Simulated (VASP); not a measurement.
Level of theory: r2SCAN meta-GGA, VASP's PBE PAW potentials (set 64) (plane waves; VASP 6.6.1).

VASP ran on this input.

**INCAR**
```
ALGO  =  Normal
EDIFF  =  1E-6
ENCUT  =  400
ISIF  =  2
ISMEAR  =  1
LASPH  =  T
LCHARG  =  F
LMAXMIX  =  4
LMIXTAU  =  T
LREAL  =  F
LWAVE  =  F
METAGGA  =  R2SCAN
NELM  =  100
PREC  =  Accurate
SIGMA  =  0.1
SYSTEM  =  Al3Sc
```

**KPOINTS**
```
Automatic mesh
0
gamma
7 7 7
0 0 0
```

POSCAR:
```
Al3Sc
8.3991540
  0.4888429239   0.0000000000   0.0000000000
  0.0000000000   0.4834696447   0.0000000000
  0.0000000000   0.0000000000   0.5000000000
Sc Al
1 3
Cartesian
  0.0000000000   0.0000000000   0.0000000000
  0.0000000000   0.2417348223   0.2500000000
  0.2444214620   0.0000000000   0.2500000000
  0.2473672294   0.2417348223   0.0000000000
```

POTCAR, in this order: Sc_sv Al (PBE.64 set). Program: vasp_std.

**Question.** What does the run give for the energy per atom (σ→0), pressure, largest force, band gap (on the k-mesh)?

**Answer.** 
- energy per atom (σ→0): -8.369 eV/atom
- band gap (on the k-mesh): none (metal, semimetal or under 0.01 eV)
- pressure: -2.38 GPa
- largest force: 0.166 eV/Å

**OSZICAR**
```
...
DAV:  12    -0.334749696657E+02   -0.21744E-03   -0.35044E-03  2634   0.715E-01    0.258E-02
DAV:  13    -0.334752150980E+02   -0.24543E-03   -0.32639E-04  2240   0.210E-01    0.178E-02
DAV:  14    -0.334752443303E+02   -0.29232E-04   -0.15289E-04  2298   0.143E-01    0.815E-03
DAV:  15    -0.334752706006E+02   -0.26270E-04   -0.34289E-05  2620   0.662E-02    0.607E-03
DAV:  16    -0.334752596744E+02    0.10926E-04   -0.76540E-06  2224   0.331E-02    0.479E-03
DAV:  17    -0.334752758249E+02   -0.16151E-04   -0.12992E-05  2032   0.423E-02    0.109E-03
DAV:  18    -0.334752754628E+02    0.36206E-06   -0.73455E-07  1208   0.119E-02
   1 F= -.33475275E+02 E0= -.33474946E+02  d E =-.988566E-03
```

The compound is Al3Sc in the L1_2 structure. The cell was not relaxed at this level, atoms are displaced from their ideal sites. The run is one of a series of settings (GGA removed, LMIXTAU = .TRUE., METAGGA = R2SCAN against the base run), some of them coarse on purpose.
